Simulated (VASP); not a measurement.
An input for Ansatz (written as the equivalent of a VASP run, and not itself run):

Ansatz 0.2 input:
```yaml
crystal:
  lattice:
    - [3.6400000, 0.0000000, 0.0000000]
    - [0.0000000, 4.3000000, 0.0000000]
    - [0.0000000, 0.0000000, 16.6782330]
  atoms:
    - { symbol: Ge, position: [0.7500000, 0.8723000, 0.5802910] }
    - { symbol: Ge, position: [0.2500000, 0.3723000, 0.4197090] }
    - { symbol: S, position: [0.2500000, 0.5023000, 0.5624620] }
    - { symbol: S, position: [0.7500000, 0.0023000, 0.4375380] }
kpoints:
  mp_grid: { grid: [5, 4, 1] }
hamiltonian:
  xc: pbe
  pseudopotentials: { kind: paw }
scf:
  occupations: { method: fermi_dirac, width: 0.1 }
  max_iter: 100
output: { forces: true, stress: true, eigenvalues: true }
```

### Question
Translate this input to VASP (INCAR, KPOINTS, POSCAR, choice of POTCAR).

### Answer
This is not unique; one that fits is 
### POSCAR
```
GeS
1
    3.6400000000     0.0000000000     0.0000000000
    0.0000000000     4.3000000000     0.0000000000
    0.0000000000     0.0000000000    16.6782330000
Ge S
2 2
Direct
  0.7500000000   0.8723000000   0.5802910000
  0.2500000000   0.3723000000   0.4197090000
  0.2500000000   0.5023000000   0.5624620000
  0.7500000000   0.0023000000   0.4375380000
```

### KPOINTS
```
Automatic mesh
0
Gamma
5 4 1
0 0 0
```

### INCAR
```
SYSTEM = GeS
PREC = Accurate
ENCUT = 300
EDIFF = 1E-6
NELM = 100
ALGO = Normal
LREAL = .FALSE.
LASPH = .TRUE.
ISMEAR = -1
SIGMA = 0.1
GGA = PE
LMAXMIX = 4
LWAVE = .FALSE.
LCHARG = .FALSE.
ISIF = 2
```

POTCAR, in this order: Ge_d S (PBE.64 set). Program: vasp_std.

Limits of the translation: each code has its own PAW files, so the cut-off isn't converted (ENCUT is set for VASP's; basis.ecutwfc is left out, and Ansatz then takes the one that its files recommend); Ansatz stops its SCF on the density residual and VASP on the energy change (EDIFF).

The cell is a sheet with vacuum, built from a generated structure.
